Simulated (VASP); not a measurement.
Write the native input for VASP 6.6.1 that does the following.

| Property | Result |
| --- | --- |
| Task | relaxation of cell and atoms |
| Functional | rev-vdW-DF2 |
| Potentials or basis | VASP PAW PBE potentials, release 64 (Fe) |
| Cutoff | 600 eV |
| k mesh | 18 × 18 × 18 |
| Occupations | methfessel-paxton, width 0.1 eV |
| Spin | collinear spin, ferromagnetic start |
| Starting moments | [4.0] μB |
| Further INCAR settings | ALGO = Normal; EDIFF = 1e-07; AMIX = 0.2; BMIX = 0.0001; IBRION = 2; EDIFFG = -0.005; NSW = 90; ISIF = 3 |

The structure of Fe lies in POSCAR:

```
Fe                                      
1.0
   -1.4036466778      1.4036466778      1.4036466778
    1.4036466778     -1.4036466778      1.4036466778
    1.4036466778      1.4036466778     -1.4036466778
  Fe            
     1
Direct
     0.0000000000000000    0.0000000000000000    0.0000000000000000
```

These files were run (other wordings do the same):

INCAR

```
SYSTEM = Fe
AGGAC = 0.0
ALGO = Normal
AMIX = 0.2
AMIX_MAG = 0.8
BMIX = 1E-4
BMIX_MAG = 1E-4
EDIFF = 1E-7
EDIFFG = -0.005
ENCUT = 600
GGA = MK
IBRION = 2
ISIF = 3
ISMEAR = 1
ISPIN = 2
LASPH = .TRUE.
LCHARG = .FALSE.
LMAXMIX = 4
LORBIT = 11
LREAL = .FALSE.
LUSE_VDW = .TRUE.
LWAVE = .FALSE.
MAGMOM = 4
NELM = 150
NSW = 90
PARAM1 = 0.1234
PARAM2 = 0.711357
PREC = Accurate
SIGMA = 0.1
ZAB_VDW = -1.8867
```

KPOINTS

```
k-points
0
G
  18 18 18
  0 0 0
```

Potentials or basis: VASP PAW PBE potentials, release 64 (Fe).

Launch:

```console
$ cat potpaw_PBE.64/Fe/POTCAR > POTCAR
$ mpirun -np 1 vasp_std > vasp.out
```

It gave:

```
Relaxed volume                                        : 11.05 Å³/atom
Relaxed cell                                          : a = 2.431 Å, b = 2.431 Å, c = 2.431 Å, α = 109.47°, β = 109.47°, γ = 109.47°
Space group after relaxing (to 0.05 Å)                : Im-3m (No. 229)
Energy gained by relaxing                             : 0.0 meV/atom
Ionic steps                                           : 3
Pressure after relaxing                               : 0.0 GPa
Band gap on the k mesh                                : none (metal or under the smearing width)
Net moment                                            : 2.13 μB per cell
Site moments                                          : Fe +2.11 μB
Valence electrons inside the program's atomic spheres : Fe 7.34
```

Caveat: the PAW data sets were made with another functional, which shifts forces and pressure a little.

It took 96 s on 1 thread of AMD EPYC 7R13 Processor (Zen 3), with other jobs on the host, peak memory 0.24 GiB.
